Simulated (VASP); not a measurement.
Level of theory: PBE GGA with D3 dispersion (zero damping), VASP's PBE PAW potentials (set 64) (plane waves; VASP).

VASP input:

**INCAR**
```
ALGO  =  Normal
EDIFF  =  1E-7
ENCUT  =  520
GGA  =  PE
ISIF  =  2
ISMEAR  =  -5
IVDW  =  11
LASPH  =  T
LCHARG  =  T
LMAXMIX  =  6
LORBIT  =  11
LREAL  =  F
LWAVE  =  F
NEDOS  =  601
NELM  =  100
PREC  =  Accurate
SYSTEM  =  HgTe
```

File POSCAR:
```
HgTe
1.0
  0.0000000000   3.2753562436   3.2753562436
  3.2753562436   0.0000000000   3.2753562436
  3.2753562436   3.2753562436   0.0000000000
Hg Te
1 1
Direct
  0.0000000000   0.0000000000   0.0000000000
  0.2500000000   0.2500000000   0.2500000000
```

File KPOINTS:
```
Automatic mesh
0
Gamma
11 11 11
0 0 0
```

POTCAR, in this order: Hg Te (PBE.64 set). Program: vasp_std.

The resulting files:

File OSZICAR:
```
       N       E                     dE             d eps       ncg     rms          rms(c)
DAV:   1     0.106788977424E+03    0.10679E+03   -0.80100E+03  1456   0.119E+03
DAV:   2     0.571501247249E+00   -0.10622E+03   -0.10167E+03  1591   0.265E+02
DAV:   3    -0.379378636750E+01   -0.43653E+01   -0.43455E+01  1766   0.552E+01
DAV:   4    -0.383882123273E+01   -0.45035E-01   -0.45027E-01  1982   0.514E+00
DAV:   5    -0.383910109525E+01   -0.27986E-03   -0.27986E-03  1744   0.328E-01    0.728E+00
DAV:   6    -0.363959771731E+01    0.19950E+00   -0.49118E-01  1651   0.102E+01    0.580E+00
DAV:   7    -0.363349618673E+01    0.61015E-02   -0.10686E-01  1661   0.255E+00    0.217E+00
DAV:   8    -0.363280364727E+01    0.69254E-03   -0.10826E-02  1501   0.140E+00    0.579E-01
DAV:   9    -0.363284002092E+01   -0.36374E-04   -0.83566E-04  1731   0.362E-01    0.129E-01
DAV:  10    -0.363287036943E+01   -0.30349E-04   -0.95375E-05  1634   0.977E-02    0.530E-02
DAV:  11    -0.363288584526E+01   -0.15476E-04   -0.38643E-05  1576   0.542E-02    0.347E-02
DAV:  12    -0.363288408996E+01    0.17553E-05   -0.48644E-06  1706   0.209E-02    0.183E-02
DAV:  13    -0.363288402395E+01    0.66005E-07   -0.45448E-07  1621   0.427E-03
   1 F= -.42097308E+01 E0= -.42097308E+01  d E =0.000000E+00
```

### OUTCAR
```
------------------------ aborting loop because EDIFF is reached ----------------------------------------
 Edisp (eV)   -0.57685
  FORCE on cell =-STRESS in cart. coord.  units (eV):
  Direction    XX          YY          ZZ          XY          YZ          ZX
  --------------------------------------------------------------------------------------
  Total      -0.01474    -0.01474    -0.01474     0.00000     0.00000     0.00000
  in kB      -0.33611    -0.33611    -0.33611     0.00000     0.00000     0.00000
  external pressure =       -0.34 kB  Pullay stress =        0.00 kB
  volume of cell :       70.28
      direct lattice vectors                 reciprocal lattice vectors
     0.000000000  3.275356244  3.275356244    -0.152655150  0.152655150  0.152655150
     3.275356244  0.000000000  3.275356244     0.152655150 -0.152655150  0.152655150
     3.275356244  3.275356244  0.000000000     0.152655150  0.152655150 -0.152655150
 POSITION                                       TOTAL-FORCE (eV/Angst)
 -----------------------------------------------------------------------------------
      0.00000      0.00000      0.00000        -0.000000     -0.000000     -0.000000
      1.63768      1.63768      1.63768         0.000000      0.000000      0.000000
 -----------------------------------------------------------------------------------
    total drift:                               -0.000000     -0.000000     -0.000000
  FREE ENERGIE OF THE ION-ELECTRON SYSTEM (eV)
  ---------------------------------------------------
  free  energy   TOTEN  =        -4.2097308458 eV

  energy  without entropy=       -4.2097308458  energy(sigma->0) =       -4.20973085

 total charge

# of ion       s       p       d       tot
------------------------------------------
    1        0.745   0.390   9.359  10.494
    2        1.371   1.962   0.029   3.363
--------------------------------------------------
tot          2.117   2.352   9.388  13.857
```
(Selected blocks of OUTCAR.)

OUTCAR:
```
 val. band max:        2.6815083302   @ k =   0.0000   0.0000   0.0000

 cond. band min:       2.6815083655   @ k =   0.0000   0.0000   0.0000


 Fermi energy:         2.6825320740

 k-point     1 :       0.0000    0.0000    0.0000
  band No.  band energies     occupation
      1      -9.0261      2.00000
      2      -4.4457      2.00000
      3      -4.4457      2.00000
      4      -4.4457      2.00000
      5      -3.9630      2.00000
      6      -3.9630      2.00000
      7       1.8610      2.00000
      8       2.6815      2.00000
      9       2.6815      2.00000
     10       2.6815      0.00001
     11       6.9826      0.00000
     12       6.9826      0.00000
     13       6.9826      0.00000

 k-point     2 :       0.0909    0.0000    0.0000
  band No.  band energies     occupation
      1      -8.9879      2.00000
      2      -4.4350      2.00000
      3      -4.4350      2.00000
      4      -4.4308      2.00000
      5      -3.9640      2.00000
      6      -3.9640      2.00000
      7       1.2045      2.00000
      8       2.5932      2.00000
      9       2.5932      2.00000
     10       3.1239     -0.00000
     11       6.8856      0.00000
     12       7.1047      0.00000
     13       7.1047      0.00000

 k-point     3 :       0.1818    0.0000    0.0000
  band No.  band energies     occupation
      1      -8.8829      2.00000
      2      -4.4073      2.00000
      3      -4.4073      2.00000
      4      -4.3751      2.00000
      5      -3.9653      2.00000
      6      -3.9653      2.00000
      7       0.1828      2.00000
      8       2.3751      2.00000
      9       2.3751      2.00000
     10       3.4790      0.00000
     11       7.0723      0.00000
     12       7.3844      0.00000
     13       7.3844      0.00000

 k-point     4 :       0.2727    0.0000    0.0000
  band No.  band energies     occupation
      1      -8.7391      2.00000
      2      -4.3742      2.00000
      3      -4.3742      2.00000
...
```

For a metal the tetrahedron method with Blöchl corrections gives inexact stress and forces. Unless said otherwise, spin-orbit coupling is left out, though it shifts the bands of the heavy elements here.

The compound is HgTe in the zinc blende structure. It was relaxed first.
